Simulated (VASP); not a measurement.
An input for Ansatz (written as the equivalent of a VASP run, and not itself run):

Ansatz 0.2 input:
```yaml
crystal:
  lattice:
    - [3.1907520, 0.0000000, 0.0000000]
    - [0.0000000, 3.1907520, 0.0000000]
    - [0.0000000, 0.0000000, 15.9041790]
  atoms:
    - { symbol: Ni, position: [0.5000000, 0.0000000, 0.5598640], spin: 2 }
    - { symbol: Ni, position: [0.0000000, 0.5000000, 0.4401360], spin: 2 }
    - { symbol: O, position: [0.0000000, 0.0000000, 0.5000000] }
    - { symbol: O, position: [0.5000000, 0.5000000, 0.5000000] }
kpoints:
  mp_grid: { grid: [5, 5, 1] }
hamiltonian:
  xc: pbe
  pseudopotentials: { kind: paw }
magnetization: { spin_polarized: true }
scf:
  occupations: { method: fermi_dirac, width: 0.136 }
  max_iter: 100
output: { forces: true, stress: true, eigenvalues: true }
```

Problem. Translate this input to VASP (INCAR, KPOINTS, POSCAR, choice of POTCAR).

Solution. Several could match; the one computed here: 
POSCAR:
```
NiO
1.0
  3.1907520000   0.0000000000   0.0000000000
  0.0000000000   3.1907520000   0.0000000000
  0.0000000000   0.0000000000  15.9041790000
Ni O
2 2
direct
  0.5000000000   0.0000000000   0.5598640000
  0.0000000000   0.5000000000   0.4401360000
  0.0000000000   0.0000000000   0.5000000000
  0.5000000000   0.5000000000   0.5000000000
```

File KPOINTS:
```
Automatic mesh
0
Gamma
5 5 1
0 0 0
```

INCAR:
```
MAGMOM = 2*2.0 2*0.0
LWAVE = F
PREC = Accurate
ISPIN = 2   ! spin-polarised
LCHARG = F
LASPH = T   ! aspherical one-centre terms
GGA = PE   ! PBE
SIGMA = 0.136
EDIFF = 1E-6
ALGO = Normal   ! blocked Davidson
LREAL = F   ! projection in real space or not
SYSTEM = NiO
ISMEAR = -1
LORBIT = 11   ! lm-projected
NELM = 100   ! most electronic steps
LMAXMIX = 4   ! l cut-off of mixed one-centre charges
ENCUT = 400   ! plane-wave cut-off (eV)
ISIF = 2   ! forces and stress, cell fixed
```

POTCAR, in this order: Ni O (PBE.64 set). Program: vasp_std.

The two are equivalent in intent, not identical: each code has its own PAW files, so the cut-off isn't converted (ENCUT is set for VASP's; basis.ecutwfc is left out, and Ansatz then takes the one that its files recommend); Ansatz stops its SCF on the density residual and VASP on the energy change (EDIFF).

The cell is a sheet with vacuum, built from a generated structure.
